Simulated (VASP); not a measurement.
A convergence study with VASP on GdN (rock salt): a few settings are varied, all else stays as given below, so the limit is that of these other settings.

```xyz
2
Lattice="0.0000 2.4900 2.4900 2.4900 0.0000 2.4900 2.4900 2.4900 0.0000" Properties=species:S:1:pos:R:3 pbc="T T T"
Gd     0.0000     0.0000     0.0000
N      2.4900     2.4900     2.4900
```

Method: HSE06 screened hybrid, VASP's PBE PAW potentials (set 64) (plane waves; VASP). The last row used: 400 eV cut-off, 4×4×4 Γ-centred mesh, Gaussian smearing of 0.050 eV, potentials Gd_3 N.

The 4f electrons are frozen in the core of the lanthanide potential, so 4f levels, which can set the real gap, and their magnetism are missing. Gaps are read on the run's mesh, which can miss a band edge.

```csv
setting,E (eV/atom),pressure (GPa),gap on the mesh (eV),electronic steps
"ENCUT = 300, PRECFOCK = Fast",-9.3719,-17.25,0.683,18
"ENCUT = 400, PRECFOCK = Fast",-9.3705,-6.11,0.734,18
"ENCUT = 300, PRECFOCK = Normal",-9.3725,-17.23,0.683,17
"ENCUT = 400, PRECFOCK = Normal",-9.3706,-6.11,0.734,18
"ENCUT = 520, PRECFOCK = Normal",-9.3728,-3.68,0.737,18
"ENCUT = 300, PRECFOCK = Accurate",-9.3725,-17.23,0.683,17
"ENCUT = 400, PRECFOCK = Accurate",-9.3706,-6.11,0.734,18
```

Left out are rungs that failed or repeat a setting and relaxations that didn't move; long series are thinned to 24 rows.

The compound is GdN in the rock salt structure. The cell was not relaxed at this level.
